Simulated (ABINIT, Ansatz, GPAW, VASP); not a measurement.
**One structure in several programs: Co (P6_3/mmc, 2 atoms in the cell)**

Self-consistent single point.

```xyz
2
Lattice="1.2550 -2.1737 0.0000 1.2550 2.1737 0.0000 0.0000 0.0000 4.0700" Properties=species:S:1:pos:R:3 pbc="T T T"
Co     1.2550     0.7246     1.0175
Co     1.2550    -0.7246     3.0525
```
Moments meant for the start (each program seeds them in its own way; μB, in the order of the atoms Co Co): 2.0 2.0.

Shared settings, as Ansatz (an electronic-structure program) writes them: kpoints.mp_grid.grid = 13 13 7; scf.occupations.method = fermi_dirac; scf.occupations.width = 0.136 eV. Potentials and cutoffs stand in the table.

```
code                                                                              model  pressure (GPa)  size of the net moment (μB/atom)   cutoff
------  -------------------------------------------------------------------------------  --------------  --------------------------------  -------
VASP                                       LDA (PZ), VASP's LDA PAW potentials (set 64)          -22.78                              1.54   300 eV
Ansatz                                      LDA (PW92), default PAW files made with PBE          -22.08                              1.57  default
ABINIT  LDA (PW92), norm-conserving pseudopotentials (PseudoDojo nc-sr-04 LDA standard)          -22.22                              1.56    48 Ha
GPAW                      LDA (Perdew-Wang 92), GPAW PAW datasets LDA (gpaw-data 1.0.1)          -20.76                              1.57   800 eV
```

On Ansatz's run: the magnetic order is the one reached from the typed start; others were not searched systematically.

The spread over the programs that give each value: pressure within 2.02 GPa; size of the net moment within 0.03 μB/atom.

Ansatz's pressure is given at a fixed set of plane waves, as the other plane-wave codes print theirs; with its correction for the finite basis it is -21.78 GPa (the shift of 0.30 GPa shows how far the cutoff is from converged). The same LDA comes in different parametrisations, which differ slightly. In the pressure, GPAW (by 1.39) lies more than 1 GPa from the median of the plane-wave programs.

VASP's run is marked for a possible Pulay error in its stress at this cutoff; no cutoff test was made.

The starting cell has typed, rounded lattice constants, without a prior relaxation at this level.

Left out of this page: Quantum ESPRESSO, Elk, FLEUR and SIESTA (not drawn, or without a comparable value).

Keys are those of Ansatz 0.2.
